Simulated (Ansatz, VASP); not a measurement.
**One calculation of AlP3O6, two programs**

```
CELL_PARAMETERS angstrom
0.00000 4.01651 4.01651
4.01651 0.00000 4.01651
4.01651 4.01651 0.00000
ATOMIC_POSITIONS crystal
Al 0.00000 0.00000 0.00000
P 0.25000 0.25000 0.25000
P 0.75000 0.75000 0.75000
P 0.50000 0.50000 0.50000
O 0.77268 0.22732 0.22732
O 0.22732 0.77268 0.77268
O 0.22732 0.77268 0.22732
O 0.77268 0.22732 0.77268
O 0.22732 0.22732 0.77268
O 0.77268 0.77268 0.22732
```

Change from the starting cell: species swapped into the K3LuF6 type (Fm-3m, No. 225).

Alike in both runs: task single point; functional PBE; k mesh 4 × 4 × 4; occupations gaussian, width 0.1 eV; no spin polarisation.

|  | VASP | Ansatz |
| --- | --- | --- |
| version | VASP 6.6.1 | Ansatz 0.2.0 |
| potentials or method | VASP PAW PBE potentials, release 64 (Al, P, O) | scalar-relativistic, plane waves, PAW |
| plane-wave cutoff (eV) | 520 | 420 |
| valence electrons in the cell | 54 | 54 |

```csv
,VASP,Ansatz,Ansatz less VASP
gap on the k mesh at the Fermi level (eV),none,none,-
pressure (GPa),-18.2,-18.2,+0.08
rms of the force components (eV/Å),1.569,1.566,-0.0030
```

Atom by atom the forces differ by 0.003 eV/Å (rms over components). A gap of «none» marks a metal or a gap that the smearing closes. With one functional, cell and mesh, what is left measures potentials, basis and numerics.

Caveats: so large a pressure means that the cell lies far from this level's equilibrium, or that cutoff or potentials fall short (VASP); forces of over 1 eV/Å show positions far from the minimum, so gaps and moduli don't describe the material at rest.
